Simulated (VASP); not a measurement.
Here is a VASP 6.6.1 calculation.

Contents of INCAR:

```
PREC = Normal
ENCUT = 520
EDIFF = 1E-4
ISMEAR = 0
SIGMA = 0.15
LREAL = F
LASPH = T
NELM = 60
ALGO = Fast
ISIF = 3
LWAVE = F
LCHARG = F
GGA = PE
IBRION = 2
NSW = 24
EDIFFG = -0.08
```

KPOINTS

```
Automatic mesh
0
Gamma
  4 4 3
```

File POSCAR:

```
ZrTaO4
1.0
    3.6100000000      0.0000000000      0.0000000000
    0.0000000000      3.6100000000      0.0000000000
    0.0000000000      0.0000000000      5.1100000000
Zr Ta O
1 1 4
Direct
    0.0000000000      0.0000000000      0.0000000000
    0.5000000000      0.5000000000      0.5000000000
    0.0000000000      0.5000000000      0.2700000000
    0.5000000000      0.0000000000      0.2700000000
    0.0000000000      0.5000000000      0.7300000000
    0.5000000000      0.0000000000      0.7300000000
```

Potentials or basis: VASP PAW PBE potentials, release 64 (Zr_sv, Ta_pv, O).

Launch:

```sh
$ cat potpaw_PBE.64/Zr_sv/POTCAR potpaw_PBE.64/Ta_pv/POTCAR potpaw_PBE.64/O/POTCAR > POTCAR
$ mpirun -np 1 vasp_std > vasp.out
```

Question: What does it give for the relaxed cell?

Answer: a = 3.593 Å, b = 3.593 Å, c = 5.014 Å, α = 90.00°, β = 90.00°, γ = 90.00°.

Question: Predict the relaxed volume.

Answer: 10.78 Å³/atom.

Question: Predict the band gap on the k mesh.

Answer: None (metal or under the smearing width).

Question: What does it give for the space group after relaxing (to 0.05 Å)?

Answer: P4/mmm (No. 123).

Final structure:
```cif
data_structure
_symmetry_space_group_name_H-M 'P 1'
_symmetry_Int_Tables_number 1
_cell_length_a 3.5925
_cell_length_b 3.5925
_cell_length_c 5.0138
_cell_angle_alpha 90.000
_cell_angle_beta 90.000
_cell_angle_gamma 90.000
_cell_volume 64.71
loop_
_atom_site_label
_atom_site_type_symbol
_atom_site_fract_x
_atom_site_fract_y
_atom_site_fract_z
_atom_site_occupancy
Zr1 Zr 0.00000 0.00000 0.00000 1
Ta1 Ta 0.50000 0.50000 0.50000 1
O1 O 0.00000 0.50000 0.25929 1
O2 O 0.50000 0.00000 0.25929 1
O3 O 0.00000 0.50000 0.74071 1
O4 O 0.50000 0.00000 0.74071 1
```

Caveat: the k mesh is coarse (spacing up to 0.44 Å⁻¹), so the values aren't converged; an odd number of electrons without spin polarisation forces a metal; a magnetic or distorted state may lie lower. The run has no spin-orbit coupling, so splittings on Ta are missing.
